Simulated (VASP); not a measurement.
OSZICAR of a VASP run on LaN (relaxed from the CsCl type structure, space group Pm-3m):

**OSZICAR**
```
       N       E                     dE             d eps       ncg     rms          rms(c)
DAV:   1     0.108518798697E+03    0.10852E+03   -0.64034E+03  1368   0.210E+03
DAV:   2    -0.328430012515E+02   -0.14136E+03   -0.13601E+03  2008   0.298E+02
DAV:   3    -0.469656406794E+02   -0.14123E+02   -0.13816E+02  2008   0.128E+02
DAV:   4    -0.477941246199E+02   -0.82848E+00   -0.81458E+00  2304   0.250E+01
DAV:   5    -0.478383931762E+02   -0.44269E-01   -0.44151E-01  2280   0.591E+00    0.791E+00
DAV:   6    -0.404419952189E+02    0.73964E+01   -0.14524E+01  2524   0.299E+01    0.413E+00
DAV:   7    -0.407394790016E+02   -0.29748E+00   -0.11863E+00  2256   0.982E+00    0.194E+00
DAV:   8    -0.409230065067E+02   -0.18353E+00   -0.46382E-01  1716   0.751E+00    0.629E-01
DAV:   9    -0.408040525685E+02    0.11895E+00   -0.22290E-01  1824   0.642E+00    0.276E-01
DAV:  10    -0.408345839283E+02   -0.30531E-01   -0.19334E-02  2236   0.153E+00    0.229E-01
DAV:  11    -0.408227055503E+02    0.11878E-01   -0.86553E-03  2404   0.116E+00    0.159E-01
DAV:  12    -0.408349531076E+02   -0.12248E-01   -0.83715E-03  2348   0.125E+00    0.612E-02
DAV:  13    -0.408365531118E+02   -0.16000E-02   -0.10448E-03  2200   0.482E-01    0.274E-02
DAV:  14    -0.408365796791E+02   -0.26567E-04   -0.61666E-05  2132   0.106E-01    0.145E-02
DAV:  15    -0.408365936172E+02   -0.13938E-04   -0.77250E-05  2384   0.900E-02    0.445E-03
DAV:  16    -0.408365965238E+02   -0.29065E-05   -0.10657E-05  2424   0.328E-02    0.403E-03
DAV:  17    -0.408365964447E+02    0.79030E-07   -0.56993E-07  1212   0.110E-02
   1 F= -.40836596E+02 E0= -.40836535E+02  d E =-.408366E+02
```

**Question.** Which electronic solver shows in the log?

**Answer.** It is blocked Davidson (ALGO = Normal, or the opening steps of other solvers). The INCAR had ALGO = Normal.

**Question.** Can the final energy be trusted as converged?

**Answer.** The calculation finished and met its thresholds. It stopped with EDIFF = 1E-6, NELM = 100, NSW = 60 and EDIFFG = -0.01 after 1 ionic step (r2SCAN meta-GGA, plane waves, VASP's PBE PAW potentials (set 64)).

The structure was generated: LaN was put into the CsCl type type (Pm-3m), which need not be its known phase. It was relaxed first, which changed the volume by -33 %. The start is the result of an earlier pass.
